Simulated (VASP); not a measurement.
Level of theory: vdW-DF2, VASP's PBE PAW potentials (set 64) (plane waves; VASP).

VASP input:

### INCAR
```
AGGAC  =  0.0
ALGO  =  Normal
EDIFF  =  1E-7
ENCUT  =  520
GGA  =  ML
ISIF  =  2
ISMEAR  =  1
LASPH  =  .TRUE.
LCHARG  =  .FALSE.
LMAXMIX  =  6
LREAL  =  .FALSE.
LUSE_VDW  =  .TRUE.
LWAVE  =  .FALSE.
NELM  =  100
PREC  =  Accurate
SIGMA  =  0.1
SYSTEM  =  Ir
ZAB_VDW  =  -1.8867
```

File POSCAR:
```
Ir
1.993120
  0.0000000000   1.0000001930   1.0000001930
  1.0000001930   0.0000000000   1.0000001930
  1.0000001930   1.0000001930   0.0000000000
Ir
1
Direct
  0.0000000000   0.0000000000   0.0000000000
```

**KPOINTS**
```
K-points
0
G
  16 16 16
0 0 0
```

POTCAR, in this order: Ir (PBE.64 set). Program: vasp_std.

What VASP printed:

OSZICAR:
```
       N       E                     dE             d eps       ncg     rms          rms(c)
DAV:   1     0.475288971122E+02    0.47529E+02   -0.43725E+03  2344   0.100E+03
DAV:   2    -0.471815921394E+01   -0.52247E+02   -0.50683E+02  2328   0.206E+02
DAV:   3    -0.544907226996E+01   -0.73091E+00   -0.72892E+00  3464   0.327E+01
DAV:   4    -0.545325858029E+01   -0.41863E-02   -0.41828E-02  2944   0.179E+00
DAV:   5    -0.545328687791E+01   -0.28298E-04   -0.28297E-04  3512   0.902E-02    0.111E+01
DAV:   6    -0.501539950235E+01    0.43789E+00   -0.11226E+00  2640   0.145E+01    0.407E+00
DAV:   7    -0.496125792735E+01    0.54142E-01   -0.21597E-01  3048   0.607E+00    0.132E+00
DAV:   8    -0.495808226176E+01    0.31757E-02   -0.21577E-03  2640   0.578E-01    0.366E-01
DAV:   9    -0.495796838041E+01    0.11388E-03   -0.76016E-04  2824   0.392E-01    0.492E-02
DAV:  10    -0.495798638772E+01   -0.18007E-04   -0.34835E-05  2824   0.871E-02    0.452E-03
DAV:  11    -0.495798661724E+01   -0.22952E-06   -0.92106E-07  2984   0.120E-02    0.247E-03
DAV:  12    -0.495798625735E+01    0.35990E-06   -0.33868E-07  2736   0.605E-03    0.636E-04
DAV:  13    -0.495798633784E+01   -0.80492E-07   -0.46190E-09  1448   0.762E-04
   1 F= -.49579863E+01 E0= -.49578320E+01  d E =-.463023E-03
```

### OUTCAR
```
------------------------ aborting loop because EDIFF is reached ----------------------------------------
  FORCE on cell =-STRESS in cart. coord.  units (eV):
  Direction    XX          YY          ZZ          XY          YZ          ZX
  --------------------------------------------------------------------------------------
  Total        0.0014513      0.0014513      0.0014513     -0.0000000      0.0000000      0.0000000
  in kB        0.1468423      0.1468423      0.1468423     -0.0000000      0.0000000      0.0000000
  external PRESSURE =       0.1468423 kB  Pullay stress =       0.0000000 kB
  volume of cell :       15.84
      direct lattice vectors                 reciprocal lattice vectors
     0.000000000  1.993120385  1.993120385    -0.250862920  0.250862920  0.250862920
     1.993120385  0.000000000  1.993120385     0.250862920 -0.250862920  0.250862920
     1.993120385  1.993120385  0.000000000     0.250862920  0.250862920 -0.250862920
 POSITION                                       TOTAL-FORCE (eV/Angst)
 -----------------------------------------------------------------------------------
      0.00000      0.00000      0.00000         0.000000      0.000000     -0.000000
 -----------------------------------------------------------------------------------
    total drift:                                0.000000      0.000000     -0.000000
  FREE ENERGIE OF THE ION-ELECTRON SYSTEM (eV)
  ---------------------------------------------------
  free  energy   TOTEN  =        -4.9579863378 eV

  energy  without entropy=       -4.9575233145  energy(sigma->0) =       -4.95783200
```
(Selected blocks of OUTCAR.)

The compound is Ir in the fcc structure. It was relaxed first, which changed the volume by +12 %.
